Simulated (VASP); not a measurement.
**Sb (relaxed from the layer:A7 structure): computed properties**

Method: PBEsol GGA, VASP's PBE PAW potentials (set 64) (plane waves; VASP).

```json
{
  "space_group": "P-3m1 (164)",
  "cell": "a = b = 4.0450 Å, c = 18.3512 Å, α = β = 90.00°, γ = 120.00°",
  "band gap (over mesh and band path)": "1.12 eV",
  "smallest direct gap (over mesh and band path)": "1.64 eV",
  "band_edge_character": "indirect, Γ to Γ-M at 0.62"
}
```

```yaml
crystal:
  lattice:
    - [4.04504, 0.00000, 0.00000]
    - [-2.02252, 3.50311, 0.00000]
    - [0.00000, 0.00000, 18.35117]
  atoms:
    - { symbol: Sb, position: [0.66667, 0.33333, 0.54479] }
    - { symbol: Sb, position: [0.33333, 0.66667, 0.45521] }
```

The cell holds vacuum, so volume and density refer to the whole cell. The cell holds a wide vacuum, so values per volume refer to the whole cell. Unless said otherwise, spin-orbit coupling is left out, though it shifts the bands of the heavy elements here.

The cell is a sheet with vacuum, built from a generated structure.
